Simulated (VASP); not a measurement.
Input:

```yaml
crystal:
  lattice:
    - [4.37317, 0.00000, 0.00000]
    - [0.00000, 4.37317, 0.00000]
    - [0.00000, 0.00000, 2.83373]
  atoms:
    - { symbol: Mn, position: [0.00000, 0.00000, 0.00000], spin: 2.4 }
    - { symbol: Mn, position: [0.50000, 0.50000, 0.50000], spin: -2.4 }
    - { symbol: O, position: [0.30349, 0.30349, 0.00000] }
    - { symbol: O, position: [0.80349, 0.19651, 0.50000] }
    - { symbol: O, position: [0.19651, 0.80349, 0.50000] }
    - { symbol: O, position: [0.69651, 0.69651, 0.00000] }
```

Calculation: PBEsol GGA, VASP's PBE PAW potentials (set 64) (plane waves; VASP). Settings: 620 eV cut-off, 7×7×11 Γ-centred mesh, first-order Methfessel-Paxton smearing of 0.10 eV, potentials Mn_pv O.

Q: Estimate the cell moment, energy per atom (σ→0), band gap (on the k-mesh) with the smallest direct gap where there is one.

A: 
| Item | Result |
|---|---|
| band gap (on the k-mesh) | none (metal, semimetal or under 0.01 eV) |
| cell moment | 0.00 μB |
| energy per atom (σ→0) | -8.436 eV/atom |

Q: Give the moment on each site (PAW-sphere projection).

A: 
```csv
site,moment (μB)
Mn1,2.43
Mn2,-2.43
O3,-0.05
O4,0.05
O5,0.05
O6,-0.05
```

Total energies compare only between runs with the same potentials, cut-off and functional.

The compound is MnO2 in the rutile structure. It was relaxed first.
